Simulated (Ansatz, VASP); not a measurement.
# Two plane-wave programs on Ti2Fe2H3

File INCAR:

```
ALGO = Normal ; EDIFF = 1E-7
ENCUT = 520 ; GGA = PE
ISIF = 2 ; ISMEAR = -1
ISPIN = 2 ; LASPH = T
LCHARG = T ; LELF = T
LMAXMIX = 4 ; LORBIT = 11
LREAL = F ; LVHAR = T
LWAVE = F ; MAGMOM = 3 3 1 1 0 0 0
NBANDS = 34 ; NELM = 150
PREC = Accurate ; SIGMA = 0.05
```

Contents of KPOINTS:

```
k-points
0
Gamma
  6 10 6
```

Contents of POSCAR:

```
Ti2Fe2H3
1.0
    4.4674317479      0.0000000000      0.0000000000
    0.0000000000      2.7517220000      0.0000000000
   -0.1704501978      0.0000000000      4.8044781472
Fe Ti H
2 2 3
Direct
    0.2978720000     -0.0123520000      0.1766440000
    0.7841370000     -0.0037760000      0.8232610000
    0.8092040000      0.5054860000      0.3085840000
    0.2843330000      0.5061430000      0.6824800000
    0.5526810000      0.0063600000      0.4966060000
    0.9639040000      0.5132810000      0.9489800000
    0.4739560000      0.5000530000      0.0472260000
```

Contents of input.yaml:

```yaml
crystal:
  lattice:
    - [4.4674317479, 0.0, 0.0]
    - [0.0, 2.751722, 0.0]
    - [-0.1704501978, 0.0, 4.8044781472]
  atoms:
    - { symbol: Fe, position: [0.297872, -0.012352, 0.176644], spin: 3.0 }
    - { symbol: Fe, position: [0.784137, -0.003776, 0.823261], spin: 3.0 }
    - { symbol: Ti, position: [0.809204, 0.505486, 0.308584], spin: 1.0 }
    - { symbol: Ti, position: [0.284333, 0.506143, 0.68248], spin: 1.0 }
    - { symbol: H, position: [0.552681, 0.00636, 0.496606] }
    - { symbol: H, position: [0.963904, 0.513281, 0.94898] }
    - { symbol: H, position: [0.473956, 0.500053, 0.047226] }
hamiltonian:
  xc: pbe
  pseudopotentials: { kind: paw }
magnetization:
  spin_polarized: true
kpoints:
  mp_grid: { grid: [6, 10, 6] }
scf:
  occupations: { method: fermi_dirac, width: 0.05 }
output:
  forces: true
  stress: true
  eigenvalues: true
```

Change from the starting cell: atoms moved at random, drawn with an rms of 0.05 Å.

Alike in both runs: task single point; functional PBE; k mesh 6 × 10 × 6; occupations fermi-dirac, width 0.05 eV; collinear spin, ferromagnetic start.

```csv
,VASP,Ansatz
version,VASP 6.6.1,Ansatz 0.2.0
potentials or method,"VASP PAW PBE potentials, release 64 (Fe, Ti_sv, H)",Ansatz PAW
plane-wave cutoff (eV),520,420
valence electrons in the cell,43,59
```

```csv
,VASP,Ansatz,Ansatz less VASP
gap on the k mesh at the Fermi level (eV),none,none,-
pressure (GPa),-0.6,0.4,+1.02
largest component of the traceless stress (GPa),0.91,1.46,+0.550
rms of the force components (eV/Å),0.164,0.174,+0.0095
net moment per atom (μB),0.07,0.00,-0.069
size of the moment on the site where the two differ most (μB),0.29,0.67,+0.379
```

Site moments also hang on the region over which each program counts them. Atom by atom the forces differ by 0.031 eV/Å (rms over components). A gap of «none» marks a metal or a gap that the smearing closes. The two sets of potentials don't hold the same shells in valence.

Caveats: the starting moments weren't kept (Ansatz).
